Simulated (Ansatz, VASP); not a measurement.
# GaP in two plane-wave programs, part 3 of 3

Wanted: the spread between two codes on one cell, functional and k mesh. The cell is taken from a series of runs on this material, whose earlier steps may have relaxed, scaled, displaced or heated it; both programs get it as it stands.

VASP 6.6.1 and Ansatz 0.2.0.

So far: The structure; Ansatz: zone-centre phonons, LDA, pair 1; VASP: zone-centre phonons, LDA, pair 1; Differences.

### 5. VASP: zone-centre phonons, LDA, pair 2

Level of this step: LDA; plane waves and PAW (P, Ga_d) (VASP).

Second derivatives magnify differences that forces hide, and they need a tight electronic threshold. The cell compared in this pair holds 36.04 Å³, against 35.26 Å³ for the pair before.

Contents of INCAR:

```
SYSTEM = GaP
PREC = Accurate
ENCUT = 500
EDIFF = 1E-08
NELM = 120
ISMEAR = 0
SIGMA = 0.01
LREAL = .FALSE.
ALGO = Normal
GGA = CA
NBANDS = 15
LORBIT = 11
LWAVE = .FALSE.
LCHARG = .FALSE.
ISIF = 2
IBRION = 8
LEPSILON = .TRUE.
LASPH = .TRUE.
GGA_COMPAT = .FALSE.
EFERMI = MIDGAP
KPAR = 2
```

Contents of POSCAR:

```
GaP
1.0
    0.0000000000      2.6218132561      2.6218132561
    2.6218132561      0.0000000000      2.6218132561
    2.6218132561      2.6218132561      0.0000000000
P Ga
1 1
Direct
    0.7500000000      0.7500000000      0.7500000000
    0.0000000000      0.0000000000      0.0000000000
```

Contents of KPOINTS:

```
Automatic mesh
0
Gamma
12 12 12
0 0 0
```

Potentials, in the order of the species: P and Ga_d (LDA family, release 64).

The run is started by

```sh
> mpirun -np 2 vasp_std
```

Numbers of over 12 decimals in the logs are rounded to 6 here.

The log of the run:

```text
[... set-up lines as in an earlier step ...]
 entering main loop
       N       E                     dE             d eps       ncg     rms          rms(c)
DAV:   1     0.780299224810E+02    0.78030E+02   -0.89774E+03  2272   0.179E+03
DAV:   2    -0.485750144522E+01   -0.82887E+02   -0.78960E+02  2412   0.316E+02
DAV:   3    -0.106517652652E+02   -0.57943E+01   -0.57717E+01  2678   0.671E+01
DAV:   4    -0.107439067198E+02   -0.92141E-01   -0.92101E-01  2743   0.895E+00
[...]
DAV:  12    -0.103686767577E+02    0.26634E-06   -0.60626E-07  2956   0.956E-03    0.558E-03
DAV:  13    -0.103686767372E+02    0.20501E-07   -0.18251E-07  2783   0.449E-03    0.819E-04
DAV:  14    -0.103686767363E+02    0.97771E-09   -0.10011E-08  1933   0.119E-03
   1 F= -.10368677E+02 E0= -.10368677E+02  d E =0.000000E+00
 Linear response reoptimize wavefunctions to high precision
DAV:   1    -0.103686767364E+02   -0.17963E-09   -0.18529E-09  2125   0.516E-04
DAV:   2    -0.103686767365E+02   -0.43656E-10   -0.25088E-10  1444   0.146E-04
 Linear response G [H, r] |phi>, progress :
  Direction:   1
[...]
RMM:  11    -0.478590591681E-01   -0.36892E-08    0.87636E-09 17279   0.461E-05    0.209E-06
 first order change of Fermi-energy  -0.10970E+01
 force on displaced ion       1 direction 1 : -12.836  -0.000  -0.000
 Born effective charge ion    1 direction 1 :  -1.936   0.000   0.000
 Linear response progress:
  Degree of freedom:   2/  2
       N       E                     dE             d eps       ncg     rms          rms(c)
RMM:   1    -0.167483139505E+00   -0.16748E+00    0.14715E-01 10608   0.897E+00
RMM:   2    -0.165203549316E+00    0.22796E-02   -0.28123E-02 16188   0.146E+00    0.646E-02
RMM:   3    -0.165583666351E+00   -0.38012E-03   -0.41722E-03 17082   0.421E-01    0.494E-02
RMM:   4    -0.165464918040E+00    0.11875E-03   -0.39805E-04 17664   0.119E-01    0.108E-02
[...]
RMM:  13    -0.165452601998E+00    0.50108E-07   -0.19630E-07 17891   0.404E-05    0.626E-07
RMM:  14    -0.165452595410E+00    0.65879E-08   -0.15100E-07 16589   0.224E-05    0.253E-07
RMM:  15    -0.165452584108E+00    0.11302E-07   -0.68012E-08 14316   0.145E-05    0.227E-08
 first order change of Fermi-energy   0.10972E+01
 force on displaced ion       2 direction 1 : -12.882  -0.000  -0.000
 Born effective charge ion    2 direction 1 :   1.926   0.000   0.000
 Born effective charges drift removed
 Linear response finished
```

OUTCAR, selected parts (step 5):

```text
  Total        2.0588917      2.0588917      2.0588917     -0.0000000      0.0000000      0.0000000
  in kB       91.5184861     91.5184861     91.5184861     -0.0000000      0.0000000      0.0000000
  external PRESSURE =      91.5184861 kB  Pullay stress =       0.0000000 kB

 POSITION                                       TOTAL-FORCE (eV/Angst)
 -----------------------------------------------------------------------------------
      3.93272      3.93272      3.93272        -0.000000     -0.000000     -0.000000
      0.00000      0.00000      0.00000         0.000000      0.000000      0.000000
 -----------------------------------------------------------------------------------
    total drift:                               -0.000001     -0.000001     -0.000001

 MACROSCOPIC STATIC DIELECTRIC TENSOR (including local field effects in DFT)
 ------------------------------------------------------
          10.202448     0.000000     0.000000
           0.000000    10.202448     0.000000
           0.000000     0.000000    10.202448
 ------------------------------------------------------

 MACROSCOPIC STATIC DIELECTRIC TENSOR IONIC CONTRIBUTION
 ------------------------------------------------------
           1.458106    -0.000000     0.000000
          -0.000000     1.458106    -0.000000
           0.000000    -0.000000     1.458106
 ------------------------------------------------------

[... 1 part as in an earlier step ...]

[... 1 further part left out ...]
```

### 6. Ansatz: zone-centre phonons, LDA, pair 2

The same cell, functional (in two slightly different forms) and mesh now go to Ansatz, which takes its cutoff from its data sets.

The cell is taken from a series of runs on this material, whose earlier steps may have relaxed, scaled, displaced or heated it; both programs get it as it stands.

Contents of input.yaml:

```yaml
crystal:
  lattice:
    - [0.0, 2.6218132561, 2.6218132561]
    - [2.6218132561, 0.0, 2.6218132561]
    - [2.6218132561, 2.6218132561, 0.0]
  atoms:
    - { symbol: P, position: [0.75, 0.75, 0.75] }
    - { symbol: Ga, position: [0.0, 0.0, 0.0] }
kpoints:
  mp_grid: { grid: [12, 12, 12] }
hamiltonian:
  xc: lda
  pseudopotentials: { kind: paw, azcp: { folder: soft_1 }, xc_functional: pbe }
scf:
  occupations: { method: fixed }
output:
  eigenvalues: true
phonons:
  method: dfpt
  dielectric: true
  rigid_motions: translations
```

The run is started by

```sh
> ansatz run input.yaml --threads 4 --pin off --max-ram 10240MiB --backend cpu --events-out ev --progress --plain --runs-dir out
```

The log of the run:

```text
[...]
Crystal: 2 atoms, lattice volume = 36.044 Å³
Basis set: ecut = 420 eV, 725 PW (Γ), exchange–correlation on 50×50×50 points (8 copies of the dense FFT grid, shifted against one another)
Bands: 13, of which v1, the nominal top of the filled ones, is band 9 counted from 1 (8 counted from 0)
Symmetry: 24 space group operations
k-points: 280 of 1728 (irreducible under 4 space group operations, time reversal used)
[...]
optical modes at Γ + LO–TO along q̂ = [1.0000, 0.0000, 0.0000]:
      ω (cm⁻¹)  modes    IR ((D/Å)²/amu)
[...]
optical modes at Γ + LO–TO along q̂ = [0.0000, 1.0000, 0.0000]:
      ω (cm⁻¹)  modes    IR ((D/Å)²/amu)
        403.76      2             7.8552
        431.09      1             3.9276
  optical modes at Γ + LO–TO along q̂ = [0.0000, 0.0000, 1.0000]:
      ω (cm⁻¹)  modes    IR ((D/Å)²/amu)
        403.76      2             7.8552
        431.09      1             3.9276
[key lines of the parts left out:]
SCF converged after 8 iterations
Free energy (F): -4433.690741 eV
Fermi energy:    8.382552 eV
```

### 7. Side by side

Compared:

```csv
quantity,Ansatz,VASP,difference
ε∞ xx,10.19,10.20,-0.16 %
ε∞ yy,10.19,10.20,-0.16 %
ε∞ zz,10.19,10.20,-0.16 %
Born charge of P1 (mean of the diagonal) (e),-1.91,-1.93,+0.02
Born charge of Ga2 (mean of the diagonal) (e),1.91,1.93,-0.02
optical mode 1 to 3 (cm⁻¹),403.8,403.7,+0.03 %
```

Modes are paired by rising frequency, not by their patterns, so a pair may set unlike modes beside each other; they are those without the splitting of longitudinal modes.

### 8. VASP: zone-centre phonons, LDA, pair 3

Second derivatives magnify differences that forces hide, and they need a tight electronic threshold. The cell compared in this pair holds 36.83 Å³, against 36.04 Å³ for the pair before.

INCAR is that of step 5.

Contents of POSCAR:

```
GaP
1.0
    0.0000000000      2.6406758705      2.6406758705
    2.6406758705      0.0000000000      2.6406758705
    2.6406758705      2.6406758705      0.0000000000
P Ga
1 1
Direct
    0.7500000000      0.7500000000      0.7500000000
    0.0000000000      0.0000000000      0.0000000000
```

KPOINTS is that of step 5.

The run is started by

```sh
> mpirun -np 2 vasp_std
```

The log of the run:

```text
[... set-up lines as in an earlier step ...]
 entering main loop
       N       E                     dE             d eps       ncg     rms          rms(c)
DAV:   1     0.798720998265E+02    0.79872E+02   -0.90666E+03  2256   0.174E+03
DAV:   2    -0.464842013795E+01   -0.84521E+02   -0.80885E+02  2420   0.320E+02
DAV:   3    -0.106716264687E+02   -0.60232E+01   -0.60004E+01  2671   0.684E+01
DAV:   4    -0.107698969279E+02   -0.98270E-01   -0.98239E-01  2699   0.935E+00
[...]
DAV:  12    -0.104070007046E+02    0.24268E-06   -0.57624E-07  2980   0.908E-03    0.540E-03
DAV:  13    -0.104070006843E+02    0.20231E-07   -0.17669E-07  2874   0.442E-03    0.871E-04
DAV:  14    -0.104070006835E+02    0.80581E-09   -0.89662E-09  1828   0.115E-03
   1 F= -.10407001E+02 E0= -.10407001E+02  d E =0.000000E+00
 Linear response reoptimize wavefunctions to high precision
DAV:   1    -0.104070006837E+02   -0.16962E-09   -0.16910E-09  2083   0.487E-04
DAV:   2    -0.104070006837E+02   -0.30013E-10   -0.28350E-10  1430   0.163E-04
 Linear response G [H, r] |phi>, progress :
  Direction:   1
[...]
RMM:  14    -0.478036297577E-01   -0.23365E-08   -0.43660E-07  9895   0.759E-06    0.647E-08
 first order change of Fermi-energy  -0.10843E+01
 force on displaced ion       1 direction 1 : -12.190  -0.000  -0.000
 Born effective charge ion    1 direction 1 :  -1.970   0.000   0.000
 Linear response progress:
  Degree of freedom:   2/  2
       N       E                     dE             d eps       ncg     rms          rms(c)
RMM:   1    -0.167368308559E+00   -0.16737E+00    0.13919E-01 10599   0.889E+00
RMM:   2    -0.165152180364E+00    0.22161E-02   -0.27538E-02 16175   0.145E+00    0.622E-02
RMM:   3    -0.165543150267E+00   -0.39097E-03   -0.41451E-03 17041   0.420E-01    0.477E-02
RMM:   4    -0.165421769959E+00    0.12138E-03   -0.55834E-04 17736   0.123E-01    0.116E-02
[...]
RMM:  13    -0.165397713480E+00    0.43444E-07   -0.42566E-07 18219   0.469E-05    0.794E-07
RMM:  14    -0.165397701048E+00    0.12431E-07   -0.37136E-07 17303   0.267E-05    0.330E-07
RMM:  15    -0.165397695391E+00    0.56575E-08   -0.33917E-07 15022   0.180E-05    0.684E-08
 first order change of Fermi-energy   0.10845E+01
 force on displaced ion       2 direction 1 : -12.138   0.000   0.000
 Born effective charge ion    2 direction 1 :   1.960   0.000   0.000
 Born effective charges drift removed
 Linear response finished
```

From OUTCAR (step 8):

```text
  Total        1.4959150      1.4959150      1.4959150      0.0000000      0.0000000     -0.0000000
  in kB       65.0792018     65.0792018     65.0792018      0.0000000      0.0000000     -0.0000000
  external PRESSURE =      65.0792018 kB  Pullay stress =       0.0000000 kB

 POSITION                                       TOTAL-FORCE (eV/Angst)
 -----------------------------------------------------------------------------------
      3.96101      3.96101      3.96101         0.000000     -0.000000     -0.000000
      0.00000      0.00000      0.00000        -0.000000      0.000000      0.000000
 -----------------------------------------------------------------------------------
    total drift:                               -0.000001     -0.000001     -0.000001

 MACROSCOPIC STATIC DIELECTRIC TENSOR (including local field effects in DFT)
 ------------------------------------------------------
          10.294244     0.000000    -0.000000
           0.000000    10.294244    -0.000000
           0.000000     0.000000    10.294244
 ------------------------------------------------------

 MACROSCOPIC STATIC DIELECTRIC TENSOR IONIC CONTRIBUTION
 ------------------------------------------------------
           1.563535    -0.000000     0.000000
          -0.000000     1.563535    -0.000000
           0.000000    -0.000000     1.563535
 ------------------------------------------------------

[... 1 part as in an earlier step ...]

[... 1 further part left out ...]
```

The dielectric response converges more slowly with the mesh than energies do, so tensor and charges may still move on a finer one.

### 9. Ansatz: zone-centre phonons, LDA, pair 3

The same cell, functional (in two slightly different forms) and mesh now go to Ansatz, which takes its cutoff from its data sets.

The cell is taken from a series of runs on this material, whose earlier steps may have relaxed, scaled, displaced or heated it; both programs get it as it stands.

input.yaml, the sections that differ from step 6:

```yaml
crystal:
  lattice:
    - [0.0, 2.6406758705, 2.6406758705]
    - [2.6406758705, 0.0, 2.6406758705]
    - [2.6406758705, 2.6406758705, 0.0]
  atoms:
    - { symbol: P, position: [0.75, 0.75, 0.75] }
    - { symbol: Ga, position: [0.0, 0.0, 0.0] }
# kpoints, hamiltonian, scf, output, phonons: as in step 6
```

The run is started by

```sh
> ansatz run input.yaml --threads 4 --pin off --max-ram 10240MiB --backend cpu --events-out ev --progress --plain --runs-dir out
```

The log of the run:

```text
[...]
Crystal: 2 atoms, lattice volume = 36.828 Å³
Basis set: ecut = 420 eV, 725 PW (Γ), exchange–correlation on 50×50×50 points (8 copies of the dense FFT grid, shifted against one another)
Bands: 13, of which v1, the nominal top of the filled ones, is band 9 counted from 1 (8 counted from 0)
Symmetry: 24 space group operations
k-points: 280 of 1728 (irreducible under 4 space group operations, time reversal used)
[...]
optical modes at Γ + LO–TO along q̂ = [1.0000, 0.0000, 0.0000]:
      ω (cm⁻¹)  modes    IR ((D/Å)²/amu)
[...]
optical modes at Γ + LO–TO along q̂ = [0.0000, 1.0000, 0.0000]:
      ω (cm⁻¹)  modes    IR ((D/Å)²/amu)
        393.46      2             8.1462
        421.63      1             4.0731
  optical modes at Γ + LO–TO along q̂ = [0.0000, 0.0000, 1.0000]:
      ω (cm⁻¹)  modes    IR ((D/Å)²/amu)
        393.46      2             8.1462
        421.63      1             4.0731
[key lines of the parts left out:]
SCF converged after 8 iterations
Free energy (F): -4433.728363 eV
Fermi energy:    8.079225 eV
```

### 10. Side by side

Compared:

```csv
quantity,Ansatz,VASP,difference
ε∞ xx,10.27,10.29,-0.20 %
ε∞ yy,10.27,10.29,-0.20 %
ε∞ zz,10.27,10.29,-0.20 %
Born charge of P1 (mean of the diagonal) (e),-1.95,-1.97,+0.02
Born charge of Ga2 (mean of the diagonal) (e),1.95,1.97,-0.02
optical mode 1 to 3 (cm⁻¹),393.5,392.9,+0.14 %
```

Modes are paired by rising frequency, not by their patterns, so a pair may set unlike modes beside each other; they are those without the splitting of longitudinal modes.

### 11. Results

- r.m.s. difference of the optical zone-centre modes, each program's sorted by frequency (zone-centre phonons, LDA, pair 1): 0.30 cm⁻¹
- r.m.s. difference of the optical zone-centre modes, each program's sorted by frequency (zone-centre phonons, LDA, pair 2): 0.10 cm⁻¹
- r.m.s. difference of the optical zone-centre modes, each program's sorted by frequency (zone-centre phonons, LDA, pair 3): 0.57 cm⁻¹

**Reading.** The r.m.s. difference of the optical zone-centre modes, each program's sorted by frequency is 0.30 cm⁻¹ (zone-centre phonons, LDA, pair 1). How closely two codes agree says nothing of how well the functional describes the real material.

[Lines on the potential files, build, host, timing and source positions are cut from VASP's logs without a mark.]

[Logs are printed without paths, hosts, clocks, repeated set-up lines and the standing remarks that a program may print on its own settings, such as how far it seeks lower states.]

[Hosts, paths, dates, database ids (printed as entryN), source tags and the programs' standing remarks are cut or masked in the printed files.]
